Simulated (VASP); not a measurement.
Method: PBEsol GGA, VASP's PBE PAW potentials (set 64) (plane waves; VASP).

VASP ran on this input.

INCAR:
```
SYSTEM = HgTe
PREC = Accurate
ENCUT = 500
EDIFF = 1E-6
NELM = 100
ALGO = Normal
LREAL = .FALSE.
LASPH = .TRUE.
ISMEAR = 1
SIGMA = 0.1
GGA = PS
LMAXMIX = 6
LWAVE = .FALSE.
LCHARG = .FALSE.
IBRION = 2
ISIF = 3
NSW = 40
EDIFFG = -0.02
PSTRESS = 200
```

File POSCAR:
```
HgTe
1
    0.0000000000     2.9969839669     2.9969839669
    2.9969839669    -0.0000000000     2.9969839669
    2.9969839669     2.9969839669     0.0000000000
Hg Te
1 1
Direct
  0.0000000000   0.0000000000   0.0000000000
  0.2500000000   0.2500000000   0.2500000000
```

### KPOINTS
```
Automatic mesh
0
Gamma
11 11 11
0 0 0
```

POTCAR, in this order: Hg Te (PBE.64 set). Program: vasp_std.

Output

OUTCAR:
```
 ion  position               nearest neighbor table
   1  0.000  0.000  0.000-   2 2.60   2 2.60   2 2.60   2 2.60
   2  0.250  0.250  0.250-   1 2.60   1 2.60   1 2.60   1 2.60
  LATTYP: Found a face centered cubic cell.
 ALAT       =     5.9939679338
 Subroutine PRICEL returns:
 Original cell was already a primitive cell.
 Subroutine GETGRP returns: Found 24 space group operations
The static configuration has the point symmetry T_d .
The dynamic configuration has the point symmetry T_d .
 Subroutine INISYM returns: Found 24 space group operations
 Subroutine IBZKPT returns following result:
 Found     56 irreducible k-points:

 Following reciprocal coordinates:
            Coordinates               Weight
  0.000000  0.000000  0.000000      1.000000
  0.090909  0.000000  0.000000      8.000000
  0.181818  0.000000  0.000000      8.000000
  0.272727  0.000000  0.000000      8.000000
  0.363636  0.000000  0.000000      8.000000
  0.454545  0.000000  0.000000      8.000000
  0.090909  0.090909  0.000000      6.000000
  0.181818  0.090909  0.000000     24.000000
  0.272727  0.090909  0.000000     24.000000
  0.363636  0.090909  0.000000     24.000000
  0.454545  0.090909  0.000000     24.000000
 -0.454545  0.090909  0.000000     24.000000
 -0.363636  0.090909  0.000000     24.000000
 -0.272727  0.090909  0.000000     24.000000
 -0.181818  0.090909  0.000000     24.000000
 -0.090909  0.090909  0.000000     12.000000
  0.181818  0.181818  0.000000      6.000000
  0.272727  0.181818  0.000000     24.000000
  0.363636  0.181818  0.000000     24.000000
  0.454545  0.181818  0.000000     24.000000
 -0.454545  0.181818  0.000000     24.000000
 -0.363636  0.181818  0.000000     24.000000
 -0.272727  0.181818  0.000000     24.000000
 -0.181818  0.181818  0.000000     12.000000
...
```

### OSZICAR
```
       N       E                     dE             d eps       ncg     rms          rms(c)
DAV:   1     0.109652305007E+03    0.10965E+03   -0.83162E+03  1464   0.119E+03
DAV:   2    -0.132534546035E-01   -0.10967E+03   -0.10511E+03  1586   0.278E+02
DAV:   3    -0.389965938985E+01   -0.38864E+01   -0.38710E+01  1806   0.542E+01
DAV:   4    -0.393417664464E+01   -0.34517E-01   -0.34511E-01  1956   0.477E+00
DAV:   5    -0.393435499136E+01   -0.17835E-03   -0.17835E-03  1761   0.269E-01    0.132E+01
DAV:   6    -0.365514989229E+01    0.27921E+00   -0.64660E-01  1716   0.132E+01    0.957E+00
DAV:   7    -0.363368187260E+01    0.21468E-01   -0.18026E-01  1654   0.375E+00    0.260E+00
DAV:   8    -0.363029912609E+01    0.33827E-02   -0.23543E-02  1546   0.225E+00    0.905E-01
DAV:   9    -0.363006917128E+01    0.22995E-03   -0.12769E-03  1611   0.402E-01    0.260E-01
DAV:  10    -0.363006281396E+01    0.63573E-05   -0.11631E-04  1709   0.106E-01    0.607E-02
DAV:  11    -0.363006796529E+01   -0.51513E-05   -0.26470E-05  1689   0.610E-02    0.382E-02
DAV:  12    -0.363006634103E+01    0.16243E-05   -0.47357E-06  1596   0.294E-02    0.824E-03
DAV:  13    -0.363006634876E+01   -0.77314E-08   -0.10637E-06  1071   0.710E-03
   1 F= 0.30904504E+01 E0= 0.30904342E+01  d E =0.309045E+01
```

**OUTCAR**
```
------------------------ aborting loop because EDIFF is reached ----------------------------------------
  FORCE on cell =-STRESS in cart. coord.  units (eV):
  Direction    XX          YY          ZZ          XY          YZ          ZX
  --------------------------------------------------------------------------------------
  Total        6.7469984      6.7469984      6.7469984      0.0000000      0.0000000     -0.0000000
  in kB      200.7880848    200.7880848    200.7880848      0.0000000      0.0000000     -0.0000000
  external PRESSURE =       0.7880848 kB  Pullay stress =     200.0000000 kB
  volume of cell :       53.84
      direct lattice vectors                 reciprocal lattice vectors
     0.000000000  2.996983967  2.996983967    -0.166834393  0.166834393  0.166834393
     2.996983967  0.000000000  2.996983967     0.166834393 -0.166834393  0.166834393
     2.996983967  2.996983967  0.000000000     0.166834393  0.166834393 -0.166834393
 POSITION                                       TOTAL-FORCE (eV/Angst)
 -----------------------------------------------------------------------------------
      0.00000      0.00000      0.00000        -0.000000     -0.000000     -0.000000
      1.49849      1.49849      1.49849         0.000000      0.000000      0.000000
 -----------------------------------------------------------------------------------
    total drift:                               -0.000000     -0.000000     -0.000000
  FREE ENERGIE OF THE ION-ELECTRON SYSTEM (eV)
  ---------------------------------------------------
  free  energy   TOTEN  =        -3.6300663488 eV

  energy  without entropy=       -3.6301149705  energy(sigma->0) =       -3.63008256
  enthalpy is  TOTEN    =         3.0904503988 eV   P V=        6.7205167475

 reached required accuracy - stopping structural energy minimisation
```
(Selected blocks of OUTCAR.)

The structure was generated: HgTe was put into the zinc blende type (F-43m), which need not be its known phase. It was relaxed first under an external pressure of 20 GPa.
